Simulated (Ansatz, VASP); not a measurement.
**KTaP2: VASP beside Ansatz**

```xyz
4
Lattice="3.5640 0.0000 0.0000 -1.7820 3.0865 0.0000 0.0000 0.0000 7.9845" Properties=species:S:1:pos:R:3 pbc="T T T"
K     0.0000    0.0000    0.0000
Ta    0.0000    0.0000    3.9922
P     0.0000    2.0577    5.5017
P     1.7820    1.0288    2.4828
```

Alike in both runs: functional PBE; k mesh 12 × 12 × 6; occupations gaussian, width 0.1 eV; no spin polarisation.

Ansatz relaxed the structure, and its values are those at the end. VASP's run is a single point on that final structure, the one shown.

```csv
,VASP,Ansatz
version,VASP 6.6.1,Ansatz 0.2.0
potentials or method,"VASP PAW PBE potentials, release 64 (K_sv, Ta_pv, P)","scalar-relativistic, plane waves, PAW"
plane-wave cutoff (eV),520,420
valence electrons in the cell,30,32
```

```csv
,VASP,Ansatz,Ansatz less VASP
gap on the k mesh at the Fermi level (eV),none,none,-
pressure (GPa),0.0,0.0,-0.04
```

A gap of «none» marks a metal or a gap that the smearing closes. The two sets of potentials don't hold the same shells in valence.

Spin-orbit coupling is left out, which matters for the levels of Ta.
